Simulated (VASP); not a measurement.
Input:

```
CELL_PARAMETERS angstrom
      2.91021     0.00000     0.00000
      0.00000     2.85245     0.00000
      0.00000     0.00000     2.89700
ATOMIC_POSITIONS crystal
  Al 0.50000 0.50000 0.50000
  Fe 0.00936 0.00000 0.00000
```

Computed with PBE GGA, VASP's PBE PAW potentials (set 64) (plane waves; VASP). Run with 400 eV cut-off, 11×12×11 Γ-centred mesh, tetrahedra with Blöchl corrections, potentials Al Fe.

For a metal the tetrahedron method with Blöchl corrections gives inexact stress and forces.

Task: What does the run give for the energy per atom (σ→0), pressure, largest force, band gap (on the k-mesh) with the smallest direct gap where there is one?

Result: 
The band gap (on the k-mesh) is none (metal, semimetal or under 0.01 eV), the energy per atom (σ→0) comes out as -6.302 eV/atom and the pressure is -3.42 GPa. The largest force comes out as 0.210 eV/Å.

The compound is FeAl in the CsCl type structure. The cell was not relaxed at this level, atoms are displaced from their ideal sites. The run is one of a series of settings (ISMEAR = -5, SIGMA removed against the base run), some of them coarse on purpose. The run is not spin-polarised, so no magnetic state was tried. The electron count is odd and the run is not spin-polarised, which forces a metal.
